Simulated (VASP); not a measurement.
VASP runs on Ga (space group P-1) share one base input (PBEsol GGA, plane waves, VASP's PBE PAW potentials (set 64)) and change the settings named in each case.

INCAR:
```
SIGMA  =  0.1
LASPH  =  .TRUE.   # aspherical one-centre terms
LWAVE  =  .FALSE.
ISMEAR  =  0   # Gaussian
GGA  =  PS
EDIFF  =  1E-6
ISIF  =  2   # forces and stress, cell fixed
SYSTEM  =  Ga
LREAL  =  .FALSE.   # projection in real space or not
LMAXMIX  =  4   # l cut-off of mixed one-centre charges
ENCUT  =  300   # plane-wave cut-off (eV)
NELM  =  100   # most electronic steps
LCHARG  =  .FALSE.
ALGO  =  Normal
PREC  =  Accurate
```

KPOINTS:
```
kpoints
0
G
 8 8 7
```

### POSCAR
```
Ga
1
    1.3830000000    -4.0265000000     0.0000000000
    1.3830000000     4.0265000000     0.0000000000
   -0.1174470000     0.0000000000     3.3299290000
Ga
2
Direct
  0.8681270000   0.1571610000   0.2598350000
  0.1318730000   0.8428390000   0.7401650000
```

POTCAR, in this order: Ga_d (PBE.64 set). Program: vasp_std.

| change | E(σ→0) (eV/atom) | pressure (GPa) | largest force (eV/Å) | −TS (eV) |
|---|---|---|---|---|
| base run | -3.2975 | -0.50 | 0.776 | -0.0063 |
| GGA removed, POTCAR Ga_d (LDA.64 set) | -3.5338 | -2.47 | 0.707 | -0.0060 |
| GGA_COMPAT = .FALSE., LNONCOLLINEAR = .TRUE., LSORBIT = .TRUE., MAGMOM = 0.0 0.0 0.0 0.0 0.0 0.0, program vasp_ncl | -3.3028 | -0.60 | 0.776 | -0.0063 |
| KPOINTS 4×4×3 Γ-centred mesh | -3.3108 | -0.10 | 0.987 | -0.0038 |
 Energies of different potentials or functionals have different zeros.  At 300 eV the pressure can carry a Pulay error.

Left out are runs that ran out of time, are held back, or changed the cell or the kind of run, fixed moments of cells without a moment, rows past the twelfth, gaps on odd meshes, pressures of charged cells and columns that move by less than the noise.

The structure comes from a measured Ga entry of the Crystallography Open Database, whose conditions weren't checked. The cell was not relaxed at this level, its atoms were moved at random.
